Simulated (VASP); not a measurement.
All values below come from PBEsol GGA, VASP's PBE PAW potentials (set 64) (plane waves; VASP).

The input files of a VASP run:

**INCAR**
```
# general
SYSTEM  = SnO2(110) slab
PREC    = Normal
ENCUT   = 450
LREAL   = Auto
LASPH   = .TRUE.

# electronic loop
EDIFF   = 1E-6
NELM    = 100
NELMIN  = 4
ALGO    = Normal
LMAXMIX = 4

# smearing
ISMEAR  = 0
SIGMA   = 0.05

# functional
GGA     = PS

# output
LWAVE   = .FALSE.
LCHARG  = .FALSE.
LORBIT  = 11
LVHAR   = .TRUE.

# other
LDIPOL  = .TRUE.
IDIPOL  = 3
DIPOL   = 0.5 0.5 0.5
```

### POSCAR
```
SnO2(110) slab
1
    3.2199587253     0.0000000000     0.0000000000
    0.0000000000     6.7462327519     0.0000000000
    0.0000000000     0.0000000000    25.2152577658
O Sn
12 6
Direct
  1.0000000000   0.5000000000   0.3135934738
  0.0000000000   0.0000000000   0.4482394253
  0.5000000000   0.8146403100   0.3587925616
  0.5000000000   0.1853596900   0.3587925616
  0.0000000000   0.5000000000   0.4179953698
  0.0000000000   0.5000000000   0.5820046302
  0.5000000000   0.3019687103   0.5000000000
  0.5000000000   0.6980312897   0.5000000000
  0.0000000000   0.0000000000   0.5517605747
  0.5000000000   0.8146403100   0.6412074384
  0.5000000000   0.1853596900   0.6412074384
  0.0000000000   0.5000000000   0.6864065262
  1.0000000000   0.0000000000   0.3688450792
  0.5000000000   0.5000000000   0.3604086490
  0.0000000000   0.5000000000   0.5000000000
  0.5000000000   0.0000000000   0.5000000000
  1.0000000000   1.0000000000   0.6311549208
  0.5000000000   0.5000000000   0.6395913510
```

### KPOINTS
```
Automatic mesh
0
Gamma
6 3 1
0 0 0
```

POTCAR, in this order: O Sn_d (PBE.64 set). Program: vasp_std. Read from the step before: WAVECAR.

The run wrote:

### OSZICAR
```
       N       E                     dE             d eps       ncg     rms          rms(c)
DAV:   1    -0.115756370167E+03   -0.11576E+03   -0.24185E-05  2233   0.463E-02    0.601E-03
DAV:   2    -0.115756368129E+03    0.20386E-05   -0.13441E-05  2062   0.279E-02    0.351E-03
DAV:   3    -0.115756367498E+03    0.63043E-06   -0.14721E-06  1144   0.828E-03    0.201E-03
DAV:   4    -0.115756367125E+03    0.37350E-06   -0.10104E-06  1038   0.659E-03
   1 F= -.11575637E+03 E0= -.11575637E+03  d E =-.119860E-10
```

File OUTCAR:
```
------------------------ aborting loop because EDIFF is reached ----------------------------------------
  FORCE on cell =-STRESS in cart. coord.  units (eV):
  Direction    XX          YY          ZZ          XY          YZ          ZX
  --------------------------------------------------------------------------------------
  Total       -9.0239372      2.2000693     -2.0985850      0.0000000      0.0000000      0.0000000
  in kB      -26.3956042      6.4353461     -6.1384979      0.0000000      0.0000000      0.0000000
  external PRESSURE =      -8.6995853 kB  Pullay stress =       0.0000000 kB
  volume of cell :      547.74
      direct lattice vectors                 reciprocal lattice vectors
     3.219958725  0.000000000  0.000000000     0.310562987  0.000000000  0.000000000
     0.000000000  6.746232752  0.000000000     0.000000000  0.148230877  0.000000000
     0.000000000  0.000000000 25.215257766     0.000000000  0.000000000  0.039658528
 POSITION                                       TOTAL-FORCE (eV/Angst)
 -----------------------------------------------------------------------------------
      0.00000      3.37312      7.90734        -0.000000      0.000000      0.004166
      0.00000      0.00000     11.30247        -0.000000      0.000000      0.013901
      1.60998      5.49575      9.04705        -0.000000      0.008455     -0.008604
      1.60998      1.25048      9.04705        -0.000000     -0.008455     -0.008604
      0.00000      3.37312     10.53986         0.000000      0.000000      0.011255
      0.00000      3.37312     14.67540        -0.000000      0.000000     -0.011255
      1.60998      2.03715     12.60763        -0.000000     -0.004987     -0.000000
      1.60998      4.70908     12.60763        -0.000000      0.004987     -0.000000
      0.00000      0.00000     13.91279        -0.000000      0.000000     -0.013901
      1.60998      5.49575     16.16821        -0.000000      0.008455      0.008604
      1.60998      1.25048     16.16821        -0.000000     -0.008455      0.008604
      0.00000      3.37312     17.30792        -0.000000      0.000000     -0.004166
      0.00000      0.00000      9.30052        -0.000000      0.000000     -0.000543
      1.60998      3.37312      9.08780        -0.000000      0.000000     -0.000948
      0.00000      3.37312     12.60763        -0.000000      0.000000     -0.000000
      1.60998      0.00000     12.60763        -0.000000      0.000000     -0.000000
      0.00000      0.00000     15.91473        -0.000000      0.000000      0.000543
      1.60998      3.37312     16.12746        -0.000000      0.000000      0.000948
 -----------------------------------------------------------------------------------
    total drift:                                0.000000      0.000000      0.000000
  FREE ENERGIE OF THE ION-ELECTRON SYSTEM (eV)
  ---------------------------------------------------
  free  energy   TOTEN  =      -115.7563671247 eV

  energy  without entropy=     -115.7563671247  energy(sigma->0) =     -115.75636712

 total charge

# of ion       s       p       d       tot
------------------------------------------
    1        1.582   3.401   0.000   4.983
    2        1.566   3.503   0.000   5.069
    3        1.577   3.447   0.000   5.024
    4        1.577   3.447   0.000   5.024
    5        1.571   3.428   0.000   4.999
    6        1.571   3.428   0.000   4.999
    7        1.566   3.481   0.000   5.047
    8        1.566   3.481   0.000   5.047
    9        1.566   3.503   0.000   5.069
   10        1.577   3.447   0.000   5.024
   11        1.577   3.447   0.000   5.024
   12        1.582   3.401   0.000   4.983
   13        0.932   1.073  10.310  12.315
   14        0.918   1.069  10.333  12.320
   15        0.896   1.058  10.344  12.299
   16        0.886   1.098  10.380  12.365
   17        0.932   1.073  10.310  12.315
   18        0.918   1.069  10.333  12.320
--------------------------------------------------
tot         24.358  47.859  62.010 134.227
```
(Selected blocks of OUTCAR.)

At this cut-off the stress carries a Pulay error, which pulls relaxed volumes low.

The cell is a thin slab with vacuum, built from SnO2 (rutile): (110) face.
